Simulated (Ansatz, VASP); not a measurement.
# SrLi2Al6Si11O33: VASP beside Ansatz

Wanted: the spread between two codes on one cell, functional and k mesh. The structure shown is frame 67 of Ansatz's trajectory.

Program: Ansatz 0.2.0. Level of theory: plane waves, with VASP 6.6.1 beside it; single point at revPBE. Results are calculated unless marked as measured.

## (1) Starting point

The cell holds 106 atoms: 22 Si, 12 Al, 2 Sr, 4 Li and 66 O. Its edges and angles: a = 10.840 Å, b = 10.840 Å, c = 10.840 Å, α = 90.0°, β = 90.0°, γ = 90.0°. As first built, before any earlier steps moved the atoms (in the runner's words): 106 atoms (22 Si, 12 Al, 2 Sr, 4 Li, 66 O) placed at random at 2.87 g/cm^3, melted at 4000 K for 10 ps at fixed volume with the Morse and Coulomb pair potential with partial charges (Pedone, Malavasi, Menziani, Cormack and Segre, J. Phys. Chem. B 110, 11780 (2006)). Quenched from 4000 K to 300 K at 50 K/ps and fixed volume, held 5 ps.

## (2) Ansatz: dynamics, revPBE

Ansatz runs on its default PAW (the set named soft_2) files.

One frame of this run of dynamics is then solved in both programs, so the motion causes no difference.

input.yaml

```yaml
crystal:
  lattice:
    - [10.8397, 0.0, 0.0]
    - [0.0, 10.8397, 0.0]
    - [0.0, 0.0, 10.8397]
  atoms:
    - { symbol: Si, position: [0.90312, 0.94763, 0.67871] }
    - { symbol: Si, position: [0.61895, 0.7652, 0.51069] }
    - { symbol: Si, position: [0.73772, 0.16161, 0.58421] }
    - { symbol: Si, position: [0.77252, 0.44773, 0.63253] }
    - { symbol: Si, position: [0.00156, 0.82511, 0.05768] }
    - { symbol: Si, position: [0.94204, 0.38662, 0.29629] }
    - { symbol: Si, position: [0.41325, 0.26684, 0.93473] }
    - { symbol: Si, position: [0.21236, 0.76637, 0.86394] }
    - { symbol: Si, position: [0.77793, 0.01047, 0.03002] }
    - { symbol: Si, position: [0.47165, 0.41428, 0.61296] }
    - { symbol: Si, position: [0.48389, 0.72582, 0.94276] }
    - { symbol: Si, position: [0.2805, 0.56957, 0.14302] }
    - { symbol: Si, position: [0.05454, 0.43082, 0.03017] }
    - { symbol: Si, position: [0.39456, 0.90052, 0.59455] }
    - { symbol: Si, position: [0.62741, 0.79921, 0.17641] }
    - { symbol: Si, position: [0.11639, 0.41599, 0.52812] }
    - { symbol: Si, position: [0.26474, 0.62528, 0.63363] }
    - { symbol: Si, position: [0.60042, 0.49849, 0.37815] }
    - { symbol: Si, position: [0.8027, 0.54056, 0.91542] }
    - { symbol: Si, position: [0.75142, 0.16451, 0.30723] }
    - { symbol: Si, position: [0.24228, 0.0936, 0.0874] }
    - { symbol: Si, position: [0.87039, 0.66036, 0.24852] }
    - { symbol: Al, position: [0.37187, 0.1375, 0.67085] }
    - { symbol: Al, position: [0.86044, 0.9488, 0.43122] }
    - { symbol: Al, position: [0.5721, 0.03654, 0.81429] }
    - { symbol: Al, position: [0.70745, 0.78132, 0.79071] }
    - { symbol: Al, position: [0.53482, 0.30856, 0.17801] }
    - { symbol: Al, position: [0.33862, 0.84716, 0.21788] }
    - { symbol: Al, position: [0.14297, 0.0263, 0.82414] }
    - { symbol: Al, position: [0.54447, 0.5159, 0.04536] }
[... 70 atom lines left out ...]
    - { symbol: O, position: [0.89714, 0.91386, 0.00182] }
    - { symbol: O, position: [0.87211, 0.25314, 0.30363] }
    - { symbol: O, position: [0.93622, 0.70815, 0.12939] }
    - { symbol: O, position: [0.09334, 0.77837, 0.95611] }
    - { symbol: O, position: [0.20842, 0.65308, 0.7673] }
    - { symbol: O, position: [0.7901, 0.67606, 0.87744] }
kpoints:
  mp_grid: { grid: [1, 1, 1] }
hamiltonian:
  xc: revpbe
scf:
  occupations: { method: fermi_dirac, width: 0.025 }
output:
  forces: true
md:
  timestep: 1.0
  n_steps: 200
  ensemble: nvt_nose_hoover
  temperature: 600
  initial_velocities: maxwell_boltzmann
  seed: 5196
```

The run is started by

```bash
> ansatz run input.yaml --threads 4 --pin off --max-ram 8192MiB --backend cpu --events-out ev --progress --plain --runs-dir out
```

Numbers of over 12 decimals in the logs are rounded to 6 here.

Output:

```text
Warning: md: disabling space-group detection — thermal motion breaks the input geometry's symmetry, so no spatial operation reduces the k-mesh or symmetrises the density; time reversal is kept, so that k and −k are solved as one point where they differ and the mesh holds both, and exact exchange and, on two spinor components, a DFT+U term hold to it where the run has them: on two components no moment then forms, and  [...]
Engine: ansatz 0.2.0, aarch64-unknown-linux-gnu
Pseudopotentials: kind: paw
Pseudopotential: Si, paw, valence charge 4, recommended cutoff 420 eV (normal), Si.paw.azcp
Pseudopotential: Al, paw, valence charge 3, recommended cutoff 420 eV (normal), Al.paw.azcp
Pseudopotential: Sr, paw, valence charge 10, recommended cutoff 420 eV (normal), Sr.paw.azcp
Pseudopotential: Li, paw, valence charge 3, recommended cutoff 420 eV (normal), Li.paw.azcp
Pseudopotential: O, paw, valence charge 6, recommended cutoff 420 eV (normal), O.paw.azcp
Functional definition: revPBE
  parameter kappa = 1.245
  parameter beta = 0.066725
  exchange = pbe_x(kappa = kappa, mu = beta*pi^2/3)
  correlation = pbe_c(beta = beta)
Crystal: 106 atoms, lattice volume = 1273.655 Å³
Basis set: ecut = 420 eV, 24885 PW (Γ), exchange–correlation on 150×150×150 points (8 copies of the dense FFT grid, shifted against one another)
Bands: 382, of which v1, the nominal top of the filled ones, is band 276 counted from 1 (275 counted from 0)
Symmetry: 1 space group operations
k-points: 1
Non-local potential: Si, projectors of the file, l = 0: 2, l = 1: 2, l = 2: 2
Non-local potential: Al, projectors of the file, l = 0: 2, l = 1: 2, l = 2: 1
Non-local potential: Sr, projectors of the file, l = 0: 3, l = 1: 2, l = 2: 2
Non-local potential: Li, projectors of the file, l = 0: 3, l = 1: 2, l = 2: 1
Non-local potential: O, projectors of the file, l = 0: 2, l = 1: 2, l = 2: 1
PAW form: soft (Blöchl's): semilocal exchange-correlation on the pseudo side does not see the compensation charge
PAW frozen core: Si, regenerated for the run's functional, and the local potential with it (the file was generated under x = pbe(κ = 0.804, μ = 0.219515), c = pbe(β = 0.066725))
PAW frozen core: Al, regenerated for the run's functional, and the local potential with it (the file was generated under x = pbe(κ = 0.804, μ = 0.219515), c = pbe(β = 0.066725))
PAW frozen core: Sr, regenerated for the run's functional, and the local potential with it (the file was generated under x = pbe(κ = 0.804, μ = 0.219515), c = pbe(β = 0.066725))
PAW frozen core: O, regenerated for the run's functional, and the local potential with it (the file was generated under x = pbe(κ = 0.804, μ = 0.219515), c = pbe(β = 0.066725))
PAW one-centre angular grid: Si, 110 points (default); XC on 64 Gauss nodes
PAW one-centre angular grid: Al, 110 points (default); XC on 64 Gauss nodes
PAW one-centre angular grid: Sr, 110 points (default); XC on 64 Gauss nodes
PAW one-centre angular grid: Li, 110 points (default); XC on 64 Gauss nodes
PAW one-centre angular grid: O, 110 points (default); XC on 64 Gauss nodes
Initial density: superposition of atomic densities (neutral atoms: chi_scale 0, normalization atom), corrected by the library's trained network
Initial wavefunctions: pseudopotential atomic-orbital guess
Functional: x = revpbe(κ = 1.245, μ = 0.219515), c = pbe(β = 0.066725)
SCF iter   1: F=—  HF=-66076.476884 eV  |F-HF|=—  |Δ(HF+E_count)|=         —  Δρ=3.97e-3  dr2=2.45e-1  ethr=1.77e-3  ⟨swp⟩=7.0  Hψ=1875  notcnv=0  defer=39
preconditioner: auto → Resta (q_TF=auto, 2.373 Å⁻¹)  ε∞=3.3  [insulator: Δε(μ)=3.412 eV  Ē_g=16.111 eV  σ=0.025 eV  W_gap=1.00  n_scr=256 (ndim 8)  ℏωp=24.2 eV  f_vac=0.085  D(μ)=0.00/eV (n_scr^D=0)  ε∞_Penn≈3.3]
SCF iter   2: F=—  HF=-66076.467650 eV  |F-HF|=—  |Δ(HF+E_count)|=   9.23e-3  Δρ=2.04e-3  dr2=4.63e-2  ethr=4.44e-5  ⟨swp⟩=2.0  Hψ=623  notcnv=0  defer=99
SCF iter   3: F=—  HF=-66076.470112 eV  |F-HF|=—  |Δ(HF+E_count)|=   2.46e-3  Δρ=8.11e-4  dr2=1.36e-2  ethr=8.39e-6  ⟨swp⟩=2.0  Hψ=484  notcnv=0  defer=99
SCF iter   4: F=—  HF=-66076.470956 eV  |F-HF|=—  |Δ(HF+E_count)|=   8.45e-4  Δρ=2.45e-4  dr2=8.11e-4  ethr=2.47e-6  ⟨swp⟩=2.0  Hψ=498  notcnv=0  defer=99
SCF iter   5: F=—  HF=-66076.471445 eV  |F-HF|=—  |Δ(HF+E_count)|=   4.89e-4  Δρ=1.79e-4  dr2=3.42e-4  ethr=1.47e-7  ⟨swp⟩=2.0  Hψ=538  notcnv=0  defer=99
[...]
automatic band count: iteration 1 solves 320 bands in place of 382: the levels show a gap, and the empty bands left out lie too high to hold charge; the band table lists the bands solved (type scf.n_extra_bands for more)
md step   199: t =   199.00 fs  T =   596.3 K  F+E_penalty+E_count = -66078.79325280 eV  E_kin = 8.093716 eV  conserved = -66068.33492053 eV  (3 SCF iters)
iter 1 solved again at ethr=1.03e-5 eV; its pass at ethr=3.10e-3 eV (dr2=5.71e-2 eV) is discarded
SCF iter   1: F=—  HF=-66078.831344 eV  |F-HF|=—  |Δ(HF+E_count)|=         —  Δρ=2.17e-3  dr2=5.94e-2  ethr=1.03e-5  ⟨swp⟩=9.0  Hψ=1956  notcnv=0  defer=1
preconditioner: auto → Resta (q_TF=auto, 2.373 Å⁻¹)  ε∞=3.3  [insulator: Δε(μ)=3.499 eV  Ē_g=15.834 eV  σ=0.025 eV  W_gap=1.00  n_scr=256 (ndim 8)  ℏωp=24.2 eV  f_vac=0.081  D(μ)=0.00/eV (n_scr^D=0)  ε∞_Penn≈3.3]
SCF iter   2: F=—  HF=-66078.814740 eV  |F-HF|=—  |Δ(HF+E_count)|=   1.66e-2  Δρ=9.77e-4  dr2=1.35e-2  ethr=1.03e-5  ⟨swp⟩=2.0  Hψ=670  notcnv=0  defer=9
SCF iter   3: F=—  HF=-66078.811018 eV  |F-HF|=—  |Δ(HF+E_count)|=   3.72e-3  Δρ=4.58e-4  dr2=2.16e-3  ethr=2.45e-6  ⟨swp⟩=2.0  Hψ=488  notcnv=0  defer=9
SCF iter   4: F=—  HF=-66078.810573 eV  |F-HF|=—  |Δ(HF+E_count)|=   4.45e-4  Δρ=1.12e-4  dr2=1.88e-4  ethr=3.92e-7  ⟨swp⟩=2.0  Hψ=537  notcnv=0  defer=9
SCF iter   5: F=—  HF=-66078.810591 eV  |F-HF|=—  |Δ(HF+E_count)|=   1.84e-5  Δρ=6.20e-5  dr2=4.08e-5  ethr=3.41e-8  ⟨swp⟩=2.0  Hψ=502  notcnv=0  defer=9
SCF iter   6: F=—  HF=-66078.809209 eV  |F-HF|=—  |Δ(HF+E_count)|=   1.38e-3  Δρ=1.73e-5  dr2=3.27e-6  ethr=7.39e-9  ⟨swp⟩=2.0  Hψ=559  notcnv=0  defer=9
SCF iter   7: F=—  HF=-66078.809213 eV  |F-HF|=—  |Δ(HF+E_count)|=   3.10e-6  Δρ=6.65e-6  dr2=4.78e-7  ethr=5.92e-10  ⟨swp⟩=2.0  Hψ=559  notcnv=0  defer=9
SCF iter   8: F=—  HF=-66078.809213 eV  |F-HF|=—  |Δ(HF+E_count)|=   3.45e-7  Δρ=3.33e-6  dr2=1.19e-7  ethr=1.81e-11  ⟨swp⟩=4.0  Hψ=1187  notcnv=0
SCF iter   9: F=-66078.809213 eV  HF=-66078.809213 eV  |F-HF|=1.64e-8  |Δ(HF+E_count)|=   3.97e-8  Δρ=8.40e-7  dr2=8.63e-9  ethr=1.81e-11  ⟨swp⟩=4.0  Hψ=1021  notcnv=0
SCF 201 converged in 9 iterations: F = -66078.809213 eV  dr2 = 8.63e-9
md step   200: t =   200.00 fs  T =   597.2 K  F+E_penalty+E_count = -66078.80921298 eV  E_kin = 8.105605 eV  conserved = -66068.33439959 eV  (9 SCF iters)
SCF converged after 9 iterations
Free energy (F): -66078.809213 eV
Harris-Foulkes:  -66078.809213 eV  (|F-HF|=1.64e-8)
Internal energy: -66078.809213 eV  (E = F + TS)
E sigma→0 (E₀):  -66078.809213 eV
Fermi energy:    6.652369 eV
--- Per-component energies (eV) ---
  E_band       = -1981.024687
  E_kinetic    = 13639.040934
  E_local      = -32277.981788  (includes V_loc(G=0)·N_el)
  E_nonlocal   = 4018.407615
  E_hartree    = 11653.736824
  E_xc         = -7035.786936
  E_vxc        = -8059.827946  (∫ρ·V_xc dr)
  E_paw        = -32989.122828  (= ΣΔE_a)
  E_vpaw       = -2608.303759  (= ΣTr[D̂ρ^β])
  E_aug_tail   = 0.165804  (compensation charges beyond the density's cutoff)
  E_ewald      = -23085.562040
  E_core_change = -1.706799  (= ΣΔE_core)
  E_smearing   = -0.000000  (= −TS)
  E_closure    = -0.000000  (closes the sum)
  Σ components = -66078.809213   (vs F -66078.809213, Δ=0.00e0)
--- Forces (eV/Å), atoms counted from 1 ---
  atom   1  Si     0.69523099     0.05509206     1.33272298
  atom   2  Si     1.78594153     1.51273286     1.59751813
  atom   3  Si    -1.57850411    -0.32361552     0.79111947
  atom   4  Si     0.90730147     1.23621435    -0.61054620
  atom   5  Si    -0.34902531    -1.35732977    -1.70118149
  atom   6  Si    -1.66098569    -0.64683912    -2.22750724
  atom   7  Si    -0.97435993     2.35971814     0.76918901
  atom   8  Si     1.30519356    -0.47128398    -0.80904482
  atom   9  Si     0.72389743     3.50656568    -1.24257223
  atom  10  Si    -1.51236668    -0.71171652     0.74847704
  atom  11  Si     0.69317766    -0.18204900    -0.75071327
  atom  12  Si    -1.06918696     2.55798792     0.26356150
  atom  13  Si    -1.85160638    -1.97429614     0.23988408
  atom  14  Si    -0.55664050     0.68300238     0.32554118
  atom  15  Si    -1.88857567     0.71201464    -2.28161631
  atom  16  Si     1.42288740    -0.47448772     1.33070740
  atom  17  Si     1.49276801    -1.79260186    -0.58328713
  atom  18  Si    -1.42696371     0.80687850    -1.96602666
  atom  19  Si     1.21573811     0.63714076    -1.27206227
  atom  20  Si     0.92168136     0.85173350    -1.93732899
  atom  21  Si     1.00011707    -1.43336592    -1.54596421
  atom  22  Si     1.90372668     2.54191257     2.22546694
  atom  23  Al     0.15725969    -1.96624013     1.01352191
  atom  24  Al     2.15016124    -0.49506998    -1.61452564
[...]
atom  99  O      0.77109332     0.44458070     0.46448389
  atom 100  O      0.01824125     0.77270256    -0.16765748
  atom 101  O     -0.03161359     0.09394978    -0.38763451
  atom 102  O     -1.74377560    -0.73590507     0.04564984
  atom 103  O      0.14021845    -0.02510802    -2.40802611
  atom 104  O     -0.79733209     0.42528985     1.16944655
  atom 105  O      0.45560738     2.60047989     0.49381499
  atom 106  O     -1.27892008    -1.13328233     0.23047416
  max |Σ_I F_I| component: 1.07e-4 eV/Å
--- MD trajectory: 200 steps, t = 0.0 → 200.0 fs ---
  final state: T = 597.2 K   F+E_penalty+E_count = -66078.80921298 eV   E_kin = 8.105605 eV
  conserved energy: peak-to-peak 1.410e-2 eV (1.330e-4 eV/atom) over 200.0 fs
```

Reading the cycles: dr2 is the Hartree energy of the density residual (eV), the measure of convergence; HF is the Harris–Foulkes estimate of the energy, which meets the free energy F at convergence.

## (3) VASP: single point, revPBE

The same cell, functional, mesh and smearing now go to VASP, with its own data sets.

Lines of VASP's logs that name or quote its potential files are left out, and so is its time.

INCAR

```
SYSTEM = SrLi2Al6Si11O33
PREC = Accurate
ENCUT = 650
EDIFF = 1E-06
NELM = 120
ISMEAR = -1
SIGMA = 0.025
LREAL = Auto
ALGO = Normal
GGA = RE
NBANDS = 352
LORBIT = 11
LWAVE = .FALSE.
LCHARG = .FALSE.
ISIF = 2
LASPH = .TRUE.
GGA_COMPAT = .FALSE.
EFERMI = MIDGAP
NCORE = 2
```

POSCAR

```
SrLi2Al6Si11O33
1.0
   10.8397000000      0.0000000000      0.0000000000
    0.0000000000     10.8397000000      0.0000000000
    0.0000000000      0.0000000000     10.8397000000
Si Al Sr Li O
22 12 2 4 66
Direct
    0.8819340019      0.9521942489      0.6815041007
    0.6149063166      0.7612572304      0.5064346799
    0.7279537257      0.1684271705      0.5860033027
    0.7655654677      0.4538686495      0.6345563069
    0.0065684475      0.8236298053      0.0524553263
    0.9427105916      0.3842634021      0.2972406985
    0.4093194461      0.2619906455      0.9476184765
    0.2166388369      0.7830567267      0.8532616216
    0.7878170060      0.9983302121      0.0293273799
    0.4886482098      0.3951216362      0.6014742105
    0.4925782079      0.7597073720      0.9373045379
    0.2732640202      0.5636779616      0.1572644999
    0.0540236353      0.4241630303      0.0400933605
    0.3996512819      0.8997573734      0.5951825235
    0.6299897599      0.8002619999      0.1735195623
    0.1263688109      0.4309805622      0.5245993893
    0.2836886630      0.6209212432      0.6315765196
    0.5913632296      0.5054291170      0.3782761516
    0.8006217884      0.5256510789      0.9050619482
    0.7441811120      0.1627166804      0.3143813943
    0.2427096691      0.0860540421      0.0903346034
    0.8766571031      0.6532007343      0.2447484709
    0.3795677002      0.1210088840      0.6962738821
    0.8831886491      0.9530522062      0.4347445040
    0.5919905532      0.0255726635      0.8181130474
    0.6866979713      0.7493196306      0.7851508806
    0.5339446664      0.3181176601      0.1913982859
    0.3439947600      0.8471359908      0.2123859516
    0.1358524682      0.0445123020      0.8185374134
    0.5460944491      0.5218041090      0.0369751930
[... 70 atom lines left out ...]
    0.9033921603      0.9066763840      0.9898705684
    0.8491840180      0.2700443739      0.3223151932
    0.9255975719      0.6988846555      0.1101229739
    0.1006854433      0.7845051062      0.9437899573
    0.2391579103      0.6522966503      0.7734900412
    0.8053451664      0.6650091792      0.8572561971
```

KPOINTS

```
Automatic mesh
0
Gamma
1 1 1
0 0 0
```

The projector-augmented-wave data sets are Si, Al, Sr_sv, Li_sv and O (PBE family, release 64).

The run is started by

```bash
> mpirun -np 8 vasp_gam
```

Output:

```text
[banner, memory and clock lines left out]
running    8 mpi-ranks, on    1 nodes
[...]
|                                                                             |
|               ----> ADVICE to this user running VASP <----                  |
|                                                                             |
|     You enforced a specific xc type in the INCAR file but a different       |
|     [... a line on the potential file left out ...]
|     I HOPE YOU KNOW WHAT YOU ARE DOING!                                     |
|                                                                             |

 LDA part: xc-table for (Slater+PW92), standard interpolation
 POSCAR, INCAR and KPOINTS ok, starting setup
[...]
entering main loop
       N       E                     dE             d eps       ncg     rms          rms(c)
DAV:   1     0.580976174972E+04    0.58098E+04   -0.36859E+05   712   0.188E+03
DAV:   2    -0.336434386543E+03   -0.61462E+04   -0.59199E+04   872   0.422E+02
DAV:   3    -0.840267244999E+03   -0.50383E+03   -0.50028E+03   824   0.128E+02
DAV:   4    -0.858858024592E+03   -0.18591E+02   -0.18509E+02   896   0.213E+01
[...]
DAV:  17    -0.750604157129E+03    0.32494E-07   -0.90861E-05   904   0.270E-02    0.140E-02
DAV:  18    -0.750604159328E+03   -0.21988E-05   -0.52366E-05   848   0.167E-02    0.102E-02
DAV:  19    -0.750604158632E+03    0.69593E-06   -0.70443E-06   824   0.639E-03
   1 F= -.75060416E+03 E0= -.75060416E+03  d E =0.000000E+00
```

From OUTCAR (step 3):

```text
  Total       44.3700960     17.9478831     55.4627431     -6.8573856      3.5422770    -15.7454621
  in kB       55.8147729     22.5773012     69.7686211     -8.6261571      4.4559603    -19.8067950
  external PRESSURE =      49.3868984 kB  Pullay stress =       0.0000000 kB

 POSITION                                       TOTAL-FORCE (eV/Angst)
 -----------------------------------------------------------------------------------
      9.55990     10.32150      7.38730         0.498247      0.349923      1.792632
      6.66540      8.25180      5.48960        -3.233154     -0.887698      1.383274
      7.89080      1.82570      6.35210         4.268269      2.416381     -0.080693
      8.29850      4.91980      6.87840         0.300245     -1.660771     -1.947075
      0.07120      8.92790      0.56860        -1.505700     -1.029943      1.584425
     10.21870      4.16530      3.22200        -1.286329      0.185478     -0.307007
      4.43690      2.83990     10.27190        -0.586361     -0.048195      0.872550
[...]
9.05300      0.49510      6.16450        -0.855703      1.182930      0.362454
      2.05220      6.15310      5.77030        -1.338653      2.108722     -1.137399
      7.53920      9.90760      1.19740        -0.933826      0.100171     -0.229058
      2.93090      9.91360      3.74900        -0.192982     -1.229281     -0.585288
      1.90770      1.31380      2.36300        -1.621506     -0.829632      1.369175
      8.64100      4.71310      8.49880        -0.028078      0.537575      1.665725
[...]
-----------------------------------------------------------------------------------
    total drift:                               -0.003516     -0.023657      0.034103

  FREE ENERGIE OF THE ION-ELECTRON SYSTEM (eV)
  ---------------------------------------------------
  free  energy   TOTEN  =      -750.6041586316 eV

  energy  without entropy=     -750.6041586316  energy(sigma->0) =     -750.60415863

[... 3 further parts left out ...]
[key lines of the parts left out:]
E-fermi :   4.9948
```

The run ends at a pressure of 4.94 GPa, with forces up to 5.0 eV/Å.

## (4) Side by side

Known differences besides the potentials themselves: the cutoff is 420 eV in Ansatz and 650 eV in VASP (PREC = Accurate, projectors in real space); Ansatz makes its cores anew for this functional, VASP keeps those of its PBE data sets. Total energies have different zeros and are not compared.

Forces on 10 of the 106 atoms, those with the largest forces and the largest differences (eV/Å; atoms numbered as in POSCAR):

```csv
atom,"Ansatz x, y, z","VASP x, y, z"
Si3,"4.221, 2.413, -0.075","4.268, 2.416, -0.081"
Si9,"2.716, 0.979, 2.865","2.697, 0.940, 2.864"
Si16,"-2.604, -1.666, 1.409","-2.681, -1.612, 1.391"
Si18,"2.172, 3.079, 0.291","2.116, 3.108, 0.237"
Si19,"1.839, 0.583, 0.064","1.913, 0.533, 0.077"
Si21,"-2.103, 3.726, -2.501","-2.100, 3.760, -2.525"
O60,"-3.874, 1.185, -0.266","-3.889, 1.170, -0.298"
O62,"4.253, 1.264, -0.835","4.309, 1.269, -0.833"
O76,"1.697, 1.270, 3.424","1.723, 1.303, 3.462"
O87,"3.148, -2.942, 0.062","3.148, -2.979, 0.091"
```

The forces differ by 25 meV/Å r.m.s., which is 1.9 % of the r.m.s. force of 1.297 eV/Å (both taken over all components).

## (5) What came out

```
r.m.s. force difference (single point, revPBE) : 1.9 % of the r.m.s. force
```

**Reading.** The r.m.s. force difference is 1.9 % of the r.m.s. force (single point, revPBE), within the 3 % picked in this series as the mark of a large difference. 2 further runs of this series are not shown here. How closely two codes agree says nothing of how well the functional describes the real material.

[Lines on the potential files, build, host, timing and source positions are cut from VASP's logs without a mark.]

[Logs are printed without paths, hosts, clocks, repeated set-up lines and the standing remarks that a program may print on its own settings, such as how far it seeks lower states.]

[Hosts, paths, dates, database ids (printed as entryN), source tags and the programs' standing remarks are cut or masked in the printed files.]
